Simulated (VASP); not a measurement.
Input of a VASP 6.6.1 run:

The input INCAR:

```
SYSTEM = MgRh
  PREC = Accurate
  ENCUT = 520
  EDIFF = 1E-6
  ISMEAR = 0
  SIGMA = 0.1
  LREAL = .False.
  LASPH = .True.
  NELM = 80
  ALGO = Normal
  ISIF = 2
  LWAVE = .False.
  LCHARG = .False.
  GGA = CA
  NBANDS = 16
```

Contents of KPOINTS:

```
Automatic mesh
0
Gamma
  14 14 14
  0 0 0
```

File POSCAR:

```
MgRh
1.0
    3.0472216311      0.0000000000      0.0000000000
    0.0000000000      3.0472216311      0.0000000000
    0.0000000000      0.0000000000      3.0472216311
Mg Rh
1 1
Direct
    0.0000000000      0.0000000000      0.0000000000
    0.5000000000      0.5000000000      0.5000000000
```

Potentials or basis: VASP PAW LDA potentials, release 64 (Mg, Rh_pv).

Run with:

```console
$ cat potpaw_LDA.64/Mg/POTCAR potpaw_LDA.64/Rh_pv/POTCAR > POTCAR
$ mpirun -np 1 vasp_std > vasp.out
```

Task: What does it give for the pressure?

Result: -0.3 GPa.

Task: What does it give for the band gap on the k mesh?

Result: None (metal or under the smearing width).
